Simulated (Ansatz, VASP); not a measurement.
# In6WO12 (In6WO12 (R-3)) in two plane-wave programs

One calculation is typed for both programs; each brings its own data sets. How far apart do they land? The cell is taken from a series of runs on this material, whose earlier steps may have relaxed, scaled, displaced or heated it; both programs get it as it stands.

Program: Ansatz 0.2.0. Level of theory: plane waves, with VASP 6.6.1 beside it; relaxation of cell and atoms at PBEsol. Results are calculated unless marked as measured.

## Step 1: The starting structure

Symmetry: R-3, No. 148, trigonal system. The conventional cell has a = 9.535 Å, b = 9.535 Å, c = 8.969 Å, α = 90.00°, β = 90.00°, γ = 120.00°. Nearest to In lie 6 O at 2.08 to 2.29 Å. Nearest to W lie 6 O at 1.93 Å. Nearest to O lie 4 In at 2.08 to 2.26 Å. O has 1 W at 1.93 Å and 2 In at 2.22 to 2.29 Å nearest. Farther neighbours and most contacts between anions are not listed.

## Step 2: VASP: relaxation of cell and atoms, PBEsol

The relaxed volume is the usual yardstick between codes: in a stiff, nearly cubic crystal its relative difference is about their pressure difference at one cell divided by the bulk modulus.

Lines of VASP's logs that name or quote its potential files are left out, and so is its time.

File INCAR:

```
SYSTEM = In6WO12
PREC = Accurate
ENCUT = 600
EDIFF = 1E-07
NELM = 120
ISMEAR = 0
SIGMA = 0.01
LREAL = .FALSE.
ALGO = Normal
GGA = PS
NBANDS = 97
LASPH = .TRUE.
LORBIT = 11
LWAVE = .FALSE.
LCHARG = .FALSE.
ISIF = 3
IBRION = 2
NSW = 80
EDIFFG = -0.005
GGA_COMPAT = .FALSE.
NELMIN = 4
EFERMI = MIDGAP
KPAR = 4
```

File POSCAR:

```
In6WO12
1.0
    4.7674740000      2.7525020000      2.9897980000
   -4.7674740000      2.7525020000      2.9897980000
    0.0000000000     -5.5050050000      2.9897980000
In W O
6 1 12
Direct
    0.1396452823      0.3228011841      0.6047694459
    0.3228011144      0.6047695111      0.1396452868
    0.6047695802      0.1396452817      0.3228010504
    0.8603548898      0.6771989879      0.3952305445
    0.6771990576      0.3952306610      0.8603547036
    0.3952305918      0.8603548904      0.6771989400
    0.0000000000      0.0000000000      0.0000000000
    0.4061284030      0.5865409234      0.8242363642
    0.5865410019      0.8242364775      0.4061282112
    0.8242365612      0.4061283554      0.5865407740
    0.5938717690      0.4134592487      0.1757636262
    0.4134591702      0.1757636945      0.5938717791
    0.1757636109      0.5938718166      0.4134592164
    0.9584369634      0.1025917087      0.2954663151
    0.7045337869      0.0415632075      0.8974083528
    0.8974084512      0.7045337759      0.0415631201
    0.0415632086      0.8974084633      0.7045336753
    0.2954663852      0.9584369645      0.1025916376
    0.1025917208      0.2954663962      0.9584368703
```

File KPOINTS:

```
Automatic mesh
0
Gamma
5 5 5
0 0 0
```

Potentials, in the order of the species: In_d, W and O (PBE family, release 64).

Command:

```bash
$ mpirun -np 4 vasp_std
```

Numbers of over 12 decimals in the logs are rounded to 6 here.

The log of the run:

```text
[banner, memory and clock lines left out]
running    4 mpi-ranks, on    1 nodes
 distrk:  each k-point on    1 cores,    4 groups
 distr:  one band on    1 cores,    1 groups

 POSCAR found type information on POSCAR InW O
 POSCAR found :  3 types and      19 ions
|                                                                             |
|               ----> ADVICE to this user running VASP <----                  |
|                                                                             |
|     You have a (more or less) 'large supercell' and for larger cells it     |
|     might be more efficient to use real-space projection operators.         |
|     Therefore, try LREAL= Auto in the INCAR file.                           |
|     Mind: For very accurate calculation, you might also keep the            |
|     reciprocal projection scheme (i.e. LREAL=.FALSE.).                      |
|                                                                             |

|                                                                             |
|               ----> ADVICE to this user running VASP <----                  |
|                                                                             |
|     You enforced a specific xc type in the INCAR file but a different       |
|     [... a line on the potential file left out ...]
|     I HOPE YOU KNOW WHAT YOU ARE DOING!                                     |
|                                                                             |

 LDA part: xc-table for (Slater+PW92), standard interpolation
 POSCAR, INCAR and KPOINTS ok, starting setup
 FFT: planning ... GRIDC
 FFT: planning ... GRID_SOFT
 FFT: planning ... GRID
 WAVECAR not read
 entering main loop
       N       E                     dE             d eps       ncg     rms          rms(c)
DAV:   1     0.261030400868E+04    0.26103E+04   -0.74929E+04  4662   0.242E+03
DAV:   2     0.519667721653E+03   -0.20906E+04   -0.19779E+04  4550   0.722E+02
DAV:   3    -0.764874167015E+02   -0.59616E+03   -0.56141E+03  4853   0.310E+02
DAV:   4    -0.147832300633E+03   -0.71345E+02   -0.70048E+02  5977   0.114E+02
DAV:   5    -0.149831169398E+03   -0.19989E+01   -0.19898E+01  5852   0.213E+01    0.562E+01
DAV:   6    -0.127643828068E+03    0.22187E+02   -0.90704E+01  6740   0.598E+01    0.221E+01
DAV:   7    -0.127431913837E+03    0.21191E+00   -0.97782E+00  5308   0.129E+01    0.182E+01
DAV:   8    -0.127222638603E+03    0.20928E+00   -0.82577E-01  6004   0.463E+00    0.450E+00
DAV:   9    -0.127181191730E+03    0.41447E-01   -0.10486E-01  6219   0.192E+00    0.340E+00
DAV:  10    -0.127176131346E+03    0.50604E-02   -0.36654E-02  6075   0.992E-01    0.169E+00
DAV:  11    -0.127173771350E+03    0.23600E-02   -0.10892E-02  6147   0.665E-01    0.700E-01
DAV:  12    -0.127174064141E+03   -0.29279E-03   -0.21892E-03  5130   0.180E-01    0.475E-01
DAV:  13    -0.127174062464E+03    0.16768E-05   -0.26026E-04  6995   0.924E-02    0.276E-01
DAV:  14    -0.127174108533E+03   -0.46068E-04   -0.15367E-04  4988   0.469E-02    0.496E-02
DAV:  15    -0.127174099348E+03    0.91848E-05   -0.17566E-05  6587   0.270E-02    0.366E-02
DAV:  16    -0.127174099388E+03   -0.40032E-07   -0.10449E-05  5420   0.119E-02    0.185E-02
DAV:  17    -0.127174099061E+03    0.32685E-06   -0.82390E-07  5979   0.521E-03    0.954E-03
DAV:  18    -0.127174098808E+03    0.25286E-06   -0.26082E-07  3915   0.198E-03    0.355E-03
DAV:  19    -0.127174098746E+03    0.62359E-07   -0.28741E-08  2979   0.123E-03
   1 F= -.12717410E+03 E0= -.12717410E+03  d E =-.127174E+03
[... from here on, the cycles between the ionic steps are left out ...]
   5 F= -.12717680E+03 E0= -.12717680E+03  d E =-.404953E-03
   6 F= -.12717701E+03 E0= -.12717701E+03  d E =-.208064E-03
   7 F= -.12717701E+03 E0= -.12717701E+03  d E =-.208593E-03
   8 F= -.12717706E+03 E0= -.12717706E+03  d E =-.525533E-04
   9 F= -.12717707E+03 E0= -.12717707E+03  d E =-.603707E-04
  10 F= -.12717707E+03 E0= -.12717707E+03  d E =-.597421E-04
  11 F= -.12717707E+03 E0= -.12717707E+03  d E =-.618241E-04
  12 F= -.12717710E+03 E0= -.12717710E+03  d E =-.294153E-04
  13 F= -.12717710E+03 E0= -.12717710E+03  d E =-.312444E-04
  14 F= -.12717710E+03 E0= -.12717710E+03  d E =-.308310E-04
  15 F= -.12717712E+03 E0= -.12717712E+03  d E =-.187984E-04
 trial-energy change:   -0.000019  1 .order   -0.000019   -0.000023   -0.000015
 step:   2.2315(harm=  2.2315)  dis= 0.00171  next Energy=  -127.177130 (dE=-0.310E-04)
 bond charge predicted
       N       E                     dE             d eps       ncg     rms          rms(c)
DAV:   1    -0.127177025179E+03    0.93068E-04   -0.46586E-02  4470   0.765E-01    0.487E-02
DAV:   2    -0.127177141331E+03   -0.11615E-03   -0.13236E-03  5780   0.161E-01    0.175E-02
DAV:   3    -0.127177137493E+03    0.38377E-05   -0.33313E-05  6716   0.288E-02    0.142E-02
DAV:   4    -0.127177135482E+03    0.20113E-05   -0.37083E-06  6492   0.141E-02    0.767E-03
DAV:   5    -0.127177135182E+03    0.29966E-06   -0.14357E-06  6226   0.812E-03    0.296E-03
DAV:   6    -0.127177135328E+03   -0.14508E-06   -0.37025E-07  4172   0.345E-03    0.172E-03
DAV:   7    -0.127177135389E+03   -0.61455E-07   -0.25594E-08  2721   0.120E-03
  16 F= -.12717714E+03 E0= -.12717714E+03  d E =-.360083E-04
 curvature:  -3.68 expect dE=-0.805E-04 dE for cont linesearch -0.148E-05
 trial: gam= 0.00984 g(F)=  0.171E-04 g(S)=  0.481E-05 ort = 0.607E-05 (trialstep = 0.111E+01)
 search vector abs. value=  0.220E-04
 reached required accuracy - stopping structural energy minimisation
```

Parts of OUTCAR (step 2):

```text
ion  position               nearest neighbor table
   1  0.140  0.323  0.605-  12 2.08  10 2.11  14 2.22  13 2.23   8 2.26  19 2.29  17 2.83   4 3.34
                             6 3.42   5 3.42   3 3.45   2 3.45   7 3.56   5 3.58   6 3.58   2 3.87
   2  0.323  0.605  0.140-  13 2.08   8 2.11  19 2.22  11 2.23   9 2.26  18 2.29  16 2.83   5 3.34
                             6 3.42   4 3.42   3 3.45   1 3.45   7 3.56   4 3.58   6 3.58   1 3.87
   3  0.605  0.140  0.323-  11 2.08   9 2.11  18 2.22  12 2.23  10 2.26  14 2.29  15 2.83   6 3.34
                             4 3.42   5 3.42   1 3.45   2 3.45   7 3.56   4 3.58   5 3.58   2 3.87
   4  0.860  0.677  0.395-   9 2.08  13 2.11  17 2.22  10 2.23  11 2.26  16 2.29  14 2.83   1 3.34
                             3 3.42   2 3.42   6 3.45   5 3.45   7 3.56   2 3.58   3 3.58   5 3.87
   5  0.677  0.395  0.860-  10 2.08  11 2.11  16 2.22   8 2.23  12 2.26  15 2.29  19 2.83   2 3.34
                             3 3.42   1 3.42   6 3.45   4 3.45   7 3.56   1 3.58   3 3.58   4 3.87
   6  0.395  0.860  0.677-   8 2.08  12 2.11  15 2.22   9 2.23  13 2.26  17 2.29  18 2.83   3 3.34
                             1 3.42   2 3.42   4 3.45   5 3.45   7 3.56   1 3.58   2 3.58   5 3.87
   7  0.000  0.000  0.000-  16 1.93  15 1.93  14 1.93  17 1.93  18 1.93  19 1.93   3 3.56   4 3.56
                             6 3.56   2 3.56   5 3.56   1 3.56
   8  0.406  0.587  0.824-   6 2.08   2 2.11   5 2.23   1 2.26
   9  0.587  0.824  0.406-   4 2.08   3 2.11   6 2.23   2 2.26
  10  0.824  0.406  0.587-   5 2.08   1 2.11   4 2.23   3 2.26
  11  0.594  0.413  0.176-   3 2.08   5 2.11   2 2.23   4 2.26
  12  0.413  0.176  0.594-   1 2.08   6 2.11   3 2.23   5 2.26
  13  0.176  0.594  0.413-   2 2.08   4 2.11   1 2.23   6 2.26
  14  0.958  0.103  0.295-   7 1.93   1 2.22   3 2.29   4 2.83
  15  0.705  0.042  0.897-   7 1.93   6 2.22   5 2.29   3 2.83
  16  0.897  0.705  0.042-   7 1.93   5 2.22   4 2.29   2 2.83
  17  0.042  0.897  0.705-   7 1.93   4 2.22   6 2.29   1 2.83
  18  0.295  0.958  0.103-   7 1.93   3 2.22   2 2.29   6 2.83
  19  0.103  0.295  0.958-   7 1.93   2 2.22   1 2.29   5 2.83

  LATTYP: Found a trigonal (rhomboedric) cell.
 ALAT       =     6.2645009483
 COS(alpha) =    -0.1583337569

 Subroutine GETGRP returns: Found  6 space group operations
 (whereof  6 operations were pure point group operations)

The static configuration has the point symmetry S_6 .

 Found     23 irreducible k-points:

   k-points           NKPTS =     23   k-points in BZ     NKDIM =     23   number of bands    NBANDS=     97

   dimension x,y,z NGX =    50 NGY =   50 NGZ =   50
   dimension x,y,z NGXF=   100 NGYF=  100 NGZF=  100

   ENCUT  =  600.0 eV  44.10 Ry    6.64 a.u.  12.51 12.51 12.51*2*pi/ulx,y,z

   NELECT =     156.0000    total number of electrons

 k-points in reciprocal lattice and weights: Automatic mesh
   0.00000000  0.00000000  0.00000000       0.008
   0.20000000  0.00000000  0.00000000       0.048
   0.40000000  0.00000000 -0.00000000       0.048
   0.20000000  0.20000000  0.00000000       0.048
   0.40000000  0.20000000 -0.00000000       0.048
  -0.40000000 -0.00000000 -0.20000000       0.048
  -0.40000000  0.20000000  0.00000000       0.048
   0.40000000  0.00000000 -0.20000000       0.048
  -0.20000000  0.20000000  0.00000000       0.048
[...]
0.40000000  0.40000000  0.40000000       0.016
  -0.40000000  0.40000000  0.40000000       0.048

 average (electrostatic) potential at core
       1 -93.5883       2 -93.5882       3 -93.5882       4 -93.5883       5 -93.5882
       6 -93.5882       7 -40.9654       8 -68.5251       9 -68.5251      10 -68.5252
      11 -68.5251      12 -68.5251      13 -68.5252      14 -68.4953      15 -68.4953
      16 -68.4953      17 -68.4953      18 -68.4953      19 -68.4953

 E-fermi :   5.9274

 k-point     1 :       0.0000    0.0000    0.0000
  band No.  band energies     occupation
    ...
     74       4.6924      2.00000
     75       4.7005      2.00000
     76       4.7727      2.00000
     77       4.7727      2.00000
     78       4.8500      2.00000
     79       6.9414      0.00000
     80       8.1118      0.00000
     81       8.1118      0.00000
     82       8.4354      0.00000
     83      10.9320      0.00000
    ...

 k-point     2 :       0.2000    0.0000    0.0000
  band No.  band energies     occupation
    ...
     74       4.6199      2.00000
     75       4.7005      2.00000
     76       4.7416      2.00000
     77       4.7500      2.00000
     78       4.8288      2.00000
     79       7.4895      0.00000
     80       8.0938      0.00000
     81       8.2638      0.00000
     82       8.3536      0.00000
     83      10.4014      0.00000
    ...

 k-point     3 :       0.4000    0.0000   -0.0000
  band No.  band energies     occupation
    ...
     74       4.5785      2.00000
     75       4.6066      2.00000
     76       4.7099      2.00000
     77       4.7319      2.00000
     78       4.8050      2.00000
     79       7.9567      0.00000
     80       8.2147      0.00000
     81       8.4324      0.00000
     82       8.6430      0.00000
     83       9.6761      0.00000
    ...

  Total        0.0287515      0.0287515     -0.0154769     -0.0000001      0.0000000      0.0000000
  in kB        0.1963291      0.1963291     -0.1056835     -0.0000009      0.0000000      0.0000000
  external PRESSURE =       0.0956583 kB  Pullay stress =       0.0000000 kB

  energy-cutoff  :      600.00
  volume of cell :      234.63
      direct lattice vectors                 reciprocal lattice vectors
     4.762453220  2.749603300  2.986304077     0.104987907  0.060614799  0.111620701
    -4.762453262  2.749603228  2.986304077    -0.104987908  0.060614797  0.111620701
     0.000000042 -5.499207526  2.986304076     0.000000001 -0.121229596  0.111620680

 POSITION                                       TOTAL-FORCE (eV/Angst)
 -----------------------------------------------------------------------------------
     -0.87069     -2.06013      3.18884        -0.002767      0.000493     -0.004091
     -1.34878      1.78410      3.18884         0.001811      0.002149     -0.004091
      2.21947      0.27603      3.18884         0.000956     -0.002643     -0.004091
      0.87069      2.06013      5.77007         0.002767     -0.000493      0.004091
      1.34878     -1.78410      5.77007        -0.001811     -0.002149      0.004091
     -2.21947     -0.27603      5.77007        -0.000956      0.002643      0.004091
     -4.76245     -2.74960      5.97261         0.000000      0.000000      0.000000
     -0.85570     -1.80432      5.42294         0.001640      0.000544     -0.003372
     -1.13473      1.64322      5.42294        -0.000349     -0.001692     -0.003372
      1.99044      0.16110      5.42294        -0.001291      0.001148     -0.003372
      0.85570      1.80432      3.53598        -0.001640     -0.000544      0.003372
      1.13473     -1.64322      3.53598         0.000349      0.001692      0.003372
     -1.99044     -0.16110      3.53598         0.001291     -0.001148      0.003372
      4.07744      1.29026      4.05316         0.002674     -0.000663     -0.003526
      3.15612     -2.88603      4.90575         0.000763     -0.002647      0.003526
      0.92132      4.17630      4.90575         0.001911      0.001984      0.003526
     -4.07744     -1.29026      4.90575        -0.002674      0.000663      0.003526
     -3.15612      2.88603      4.05316        -0.000763      0.002647     -0.003526
     -0.92132     -4.17630      4.05316        -0.001911     -0.001984     -0.003526
 -----------------------------------------------------------------------------------
    total drift:                               -0.000000     -0.007661     -0.007535

  FREE ENERGIE OF THE ION-ELECTRON SYSTEM (eV)
  ---------------------------------------------------
  free  energy   TOTEN  =      -127.1771353890 eV

  energy  without entropy=     -127.1771353890  energy(sigma->0) =     -127.17713539

 reached required accuracy - stopping structural energy minimisation

 total charge
# of ion       s       p       d       tot
------------------------------------------
    1        0.638   0.637  10.058  11.334
    2        0.638   0.637  10.058  11.334
    3        0.638   0.637  10.058  11.334
    4        0.638   0.637  10.058  11.334
    5        0.638   0.637  10.058  11.334
    6        0.638   0.637  10.058  11.334
    7        0.707   1.113   4.002   5.823
    8        1.558   3.444   0.000   5.001
    9        1.558   3.444   0.000   5.001
   10        1.558   3.444   0.000   5.001
   11        1.558   3.444   0.000   5.001
   12        1.558   3.444   0.000   5.001
   13        1.558   3.444   0.000   5.001
   14        1.560   3.447   0.000   5.007
   15        1.560   3.447   0.000   5.007
   16        1.560   3.447   0.000   5.007
   17        1.560   3.447   0.000   5.007
   18        1.560   3.447   0.000   5.007
   19        1.560   3.447   0.000   5.007
--------------------------------------------------
tot         23.244  46.277  64.351 133.872

[... 3 further parts left out ...]
```

CONTCAR:

```
In6WO12
   1.00000000000000
     4.7624532201561296    2.7496033003647944    2.9863040773994003
    -4.7624532617393216    2.7496032283405851    2.9863040773994003
     0.0000000415831982   -5.4992075264823850    2.9863040763220301
  In              W               O
     6     1    12
Direct
     0.1396543518884678    0.3224782005041034    0.6056891162242500
     0.3224781308041247    0.6056891814242708    0.1396543563884867
     0.6056892505242679    0.1396543512884866    0.3224780668041309
     0.8603458202115342    0.6775219714958967    0.3943108741757494
     0.6775220411958753    0.3943109906757312    0.8603456340115124
     0.3943109214757319    0.8603458208115153    0.6775219235958683
     0.0000000000000000    1.0000000000000000    1.0000000000000000
     0.4061049644223975    0.5857822318356385    0.8240483884844094
     0.5857823103356385    0.8240485017844034    0.4061047726224112
     0.8240485854844211    0.4061049168224158    0.5857820824356600
     0.5938952075776027    0.4142179402643635    0.1759516019155899
     0.4142178617643631    0.1759516702155966    0.5938952176775859
     0.1759515866155808    0.5938952551775842    0.4142179079643393
     0.9587072722073400    0.1025440877900157    0.2959982735687850
     0.7040018284312061    0.0412928986926480    0.8974559737099763
     0.8974560721099695    0.7040018174312032    0.0412928112926565
     0.0412928997926600    0.8974560842099842    0.7040017168312140
     0.2959983436687956    0.9587072733073522    0.1025440166900228
     0.1025440998900305    0.2959983546687984    0.9587071791073427
```

The run keeps the 6 symmetry operations of its start, so it cannot find a distortion of lower symmetry.

(Continued in part 2 of 2.)

[Lines on the potential files, build, host, timing and source positions are cut from VASP's logs without a mark.]

[Logs are printed without paths, hosts, clocks, repeated set-up lines and the standing remarks that a program may print on its own settings, such as how far it seeks lower states.]

[Hosts, paths, dates, database ids (printed as entryN), source tags and the programs' standing remarks are cut or masked in the printed files.]
